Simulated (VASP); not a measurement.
Method: revTPSS meta-GGA, VASP's PBE PAW potentials (set 64) (plane waves; VASP).

VASP input:

**KPOINTS**
```
K-points
0
G
 12 12 12
```

**INCAR**
```
# general
SYSTEM =Cr
PREC   =Accurate
ENCUT  =520
LREAL  =.FALSE.
LASPH  =.TRUE.

# electronic loop
EDIFF  =1E-6
NELM   =100
ALGO   =Normal
LMAXMIX=4
LMIXTAU=.TRUE.

# smearing
ISMEAR =1
SIGMA  =0.1

# functional
METAGGA=RTPSS

# spin
ISPIN  =2
MAGMOM =1.2 -1.2

# ions
IBRION =2
NSW    =60
ISIF   =3
EDIFFG =-0.01

# output
LWAVE  =.FALSE.
LCHARG =.FALSE.
LORBIT =10
```

File POSCAR:
```
Cr
1.0
  2.8373266560   0.0000000000   0.0000000000
  0.0000000000   2.8373266560   0.0000000000
  0.0000000000   0.0000000000   2.8373266560
Cr
2
direct
  0.0000000000   0.0000000000   1.0000000000
  0.5000000000   0.5000000000   0.5000000000
```

POTCAR, in this order: Cr_pv (PBE.64 set). Program: vasp_std.

The resulting files:

### OSZICAR
```
       N       E                     dE             d eps       ncg     rms          rms(c)
DAV:   1     0.372254745931E+03    0.37225E+03   -0.23569E+04  5376   0.331E+03
DAV:   2     0.596309795842E+02   -0.31262E+03   -0.30968E+03  6032   0.693E+02
DAV:   3     0.429832664433E+02   -0.16648E+02   -0.16474E+02  7432   0.198E+02
DAV:   4     0.424597087930E+02   -0.52356E+00   -0.50896E+00  7136   0.366E+01
DAV:   5     0.424433852249E+02   -0.16324E-01   -0.16321E-01  8920   0.516E+00    0.106E+01
DAV:   6    -0.169627273105E+02   -0.59406E+02   -0.13889E+02  5376   0.123E+02    0.193E+01
DAV:   7    -0.186368924394E+02   -0.16742E+01   -0.22162E+00  6080   0.208E+01    0.197E+01
DAV:   8    -0.222745448413E+02   -0.36377E+01   -0.28348E+00  5872   0.213E+01    0.272E+01
DAV:   9    -0.169109177965E+02    0.53636E+01   -0.17500E+01  5680   0.521E+01    0.750E+00
DAV:  10    -0.166550003708E+02    0.25592E+00   -0.87870E-01  6392   0.943E+00    0.514E+00
DAV:  11    -0.165704490897E+02    0.84551E-01   -0.30487E+00  5928   0.190E+01    0.239E+00
DAV:  12    -0.167519471282E+02   -0.18150E+00   -0.50305E-01  6880   0.635E+00    0.445E+00
DAV:  13    -0.167011333586E+02    0.50814E-01   -0.16536E-01  6736   0.381E+00    0.342E+00
DAV:  14    -0.165434162454E+02    0.15772E+00   -0.16115E+00  6672   0.899E+00    0.402E+00
DAV:  15    -0.165194978089E+02    0.23918E-01   -0.29641E-01  6408   0.582E+00    0.171E+00
DAV:  16    -0.165229353614E+02   -0.34376E-02   -0.93080E-03  6544   0.764E-01    0.144E+00
DAV:  17    -0.165205844048E+02    0.23510E-02   -0.15951E-02  5936   0.149E+00    0.954E-01
DAV:  18    -0.165221906569E+02   -0.16063E-02   -0.63484E-02  7072   0.173E+00    0.192E-01
DAV:  19    -0.165218684496E+02    0.32221E-03   -0.25752E-03  5664   0.581E-01    0.648E-02
DAV:  20    -0.165218546941E+02    0.13756E-04   -0.66608E-04  6640   0.254E-01    0.888E-02
DAV:  21    -0.165218642032E+02   -0.95092E-05   -0.38197E-04  6416   0.214E-01    0.330E-02
DAV:  22    -0.165218717060E+02   -0.75027E-05   -0.14209E-04  6896   0.776E-02    0.176E-02
DAV:  23    -0.165218750217E+02   -0.33157E-05   -0.27775E-05  6544   0.377E-02    0.185E-02
DAV:  24    -0.165218755509E+02   -0.52922E-06   -0.47318E-06  5264   0.146E-02
   1 F= -.16521876E+02 E0= -.16521839E+02  d E =-.165219E+02  mag=     0.0000
       N       E                     dE             d eps       ncg     rms          rms(c)
DAV:   1    -0.165286985364E+02   -0.68235E-02   -0.15188E-01  5584   0.599E+00    0.736E-01
DAV:   2    -0.165219939815E+02    0.67046E-02   -0.45934E-02  5744   0.254E+00    0.257E-01
DAV:   3    -0.165220421536E+02   -0.48172E-04   -0.56375E-04  5840   0.330E-01    0.140E-01
DAV:   4    -0.165219879011E+02    0.54253E-04   -0.25393E-05  6640   0.495E-02    0.554E-02
DAV:   5    -0.165219373405E+02    0.50561E-04   -0.58889E-05  6592   0.850E-02    0.791E-03
DAV:   6    -0.165219408508E+02   -0.35103E-05   -0.33742E-06  4656   0.192E-02    0.391E-03
DAV:   7    -0.165219425775E+02   -0.17267E-05   -0.91451E-07  2720   0.117E-02    0.350E-03
DAV:   8    -0.165219442091E+02   -0.16315E-05   -0.54226E-07  2912   0.449E-03    0.997E-04
DAV:   9    -0.165219444498E+02   -0.24073E-06   -0.19159E-07  2688   0.341E-03
   2 F= -.16521944E+02 E0= -.16521944E+02  d E =-.688989E-04  mag=     0.0000
       N       E                     dE             d eps       ncg     rms          rms(c)
DAV:   1    -0.165226566273E+02   -0.71242E-03   -0.15211E-02  5552   0.189E+00    0.236E-01
DAV:   2    -0.165219494935E+02    0.70713E-03   -0.45232E-03  5744   0.800E-01    0.800E-02
DAV:   3    -0.165219726950E+02   -0.23202E-04   -0.51610E-05  5984   0.986E-02    0.445E-02
DAV:   4    -0.165219710595E+02    0.16355E-05   -0.25335E-06  5184   0.162E-02    0.178E-02
DAV:   5    -0.165219774323E+02   -0.63729E-05   -0.66332E-06  6312   0.275E-02    0.259E-03
DAV:   6    -0.165219770654E+02    0.36693E-06   -0.35612E-07  2704   0.645E-03
   3 F= -.16521977E+02 E0= -.16521964E+02  d E =-.101514E-03  mag=    -0.0000
```

**OUTCAR**
```
------------------------ aborting loop because EDIFF is reached ----------------------------------------
  FORCE on cell =-STRESS in cart. coord.  units (eV):
  Direction    XX          YY          ZZ          XY          YZ          ZX
  --------------------------------------------------------------------------------------
  Total       -0.0147862     -0.0147862     -0.0147862      0.0000000      0.0000000     -0.0000000
  in kB       -1.0341429     -1.0341429     -1.0341429      0.0000000      0.0000000     -0.0000000
  external PRESSURE =      -1.0341429 kB  Pullay stress =       0.0000000 kB
  volume of cell :       22.91
      direct lattice vectors                 reciprocal lattice vectors
     2.840070361 -0.000000000 -0.000000000     0.352103953  0.000000000  0.000000000
    -0.000000000  2.840070361 -0.000000000     0.000000000  0.352103953  0.000000000
    -0.000000000 -0.000000000  2.840070361     0.000000000  0.000000000  0.352103953
 POSITION                                       TOTAL-FORCE (eV/Angst)
 -----------------------------------------------------------------------------------
      0.00000     -0.00000      0.00000        -0.000000      0.000000      0.000000
      1.42004      1.42004      1.42004         0.000000     -0.000000     -0.000000
 -----------------------------------------------------------------------------------
    total drift:                                0.000000      0.000000     -0.000000
  FREE ENERGIE OF THE ION-ELECTRON SYSTEM (eV)
  ---------------------------------------------------
  free  energy   TOTEN  =       -16.5219770654 eV

  energy  without entropy=      -16.5219387864  energy(sigma->0) =      -16.52196431

 total charge

# of ion       s       p       d       tot
------------------------------------------
    1        0.440   6.401   4.209  11.051
    2        0.440   6.401   4.209  11.051
--------------------------------------------------
tot          0.880  12.803   8.419  22.101

 magnetization (x)

# of ion       s       p       d       tot
------------------------------------------
    1       -0.015   0.009   1.191   1.184
    2        0.015  -0.009  -1.191  -1.184
--------------------------------------------------
tot          0.000   0.000   0.000   0.000

 reached required accuracy - stopping structural energy minimisation
```
(Selected blocks of OUTCAR.)

File CONTCAR:
```
Cr
   1.00000000000000
     2.8400703609980535   -0.0000000000000000   -0.0000000000000000
    -0.0000000000000000    2.8400703609980535   -0.0000000000000000
    -0.0000000000000000   -0.0000000000000000    2.8400703609980535
  Cr
     2
Direct
     0.0000000000000000    0.0000000000000000    0.0000000000000000
     0.5000000000000000    0.5000000000000000    0.5000000000000000
```

The compound is Cr in the bcc, AFM order structure. This run relaxes it. Symmetry was kept, so distortions that lower it aren't found. The start is the result of an earlier pass.
